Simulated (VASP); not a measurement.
OSZICAR of a VASP run on AuZn (CsCl type):

### OSZICAR
```
       N       E                     dE             d eps       ncg     rms          rms(c)
DAV:   1     0.110226450687E+03    0.11023E+03   -0.10117E+04  1752   0.163E+03
DAV:   2    -0.171790655062E+01   -0.11194E+03   -0.10860E+03  1792   0.302E+02
DAV:   3    -0.517287762535E+01   -0.34550E+01   -0.34465E+01  1981   0.634E+01
DAV:   4    -0.519423728066E+01   -0.21360E-01   -0.21359E-01  2002   0.438E+00
DAV:   5    -0.519448120501E+01   -0.24392E-03   -0.24392E-03  2016   0.475E-01    0.780E+00
DAV:   6    -0.478120220872E+01    0.41328E+00   -0.14657E+00  1729   0.143E+01    0.503E+00
DAV:   7    -0.475683263690E+01    0.24370E-01   -0.32537E-02  2258   0.404E+00    0.273E+00
DAV:   8    -0.474851975457E+01    0.83129E-02   -0.10426E-02  1915   0.121E+00    0.152E-01
DAV:   9    -0.474855153739E+01   -0.31783E-04   -0.41648E-04  1878   0.242E-01    0.787E-02
DAV:  10    -0.474856261518E+01   -0.11078E-04   -0.51475E-05  2102   0.134E-01    0.180E-02
DAV:  11    -0.474856246344E+01    0.15174E-06   -0.14521E-05  1967   0.973E-02    0.412E-03
DAV:  12    -0.474856240197E+01    0.61470E-07   -0.34946E-07  2254   0.126E-02    0.324E-03
DAV:  13    -0.474856223706E+01    0.16491E-06   -0.21207E-07  2016   0.109E-02    0.945E-04
DAV:  14    -0.474856225207E+01   -0.15008E-07   -0.17720E-08  1195   0.144E-03    0.230E-04
DAV:  15    -0.474856225298E+01   -0.91222E-09   -0.19412E-09   966   0.829E-04
   1 F= -.47485623E+01 E0= -.47484600E+01  d E =-.474856E+01
```

Task: Which electronic solver shows in the log?

Result: It is blocked Davidson (ALGO = Normal, or the opening steps of other solvers). The INCAR had ALGO = Normal.

Task: Can the final energy be trusted as converged?

Result: The run converged. It stopped with EDIFF = 1E-8, NELM = 100, NSW = 30 and EDIFFG = -0.001 after 1 ionic step (PBE GGA, plane waves, VASP's PBE PAW potentials (set 64)).

The compound is AuZn in the CsCl type structure. It was relaxed first. The start is the result of an earlier pass. The electron count is odd and the run is not spin-polarised, which forces a metal.
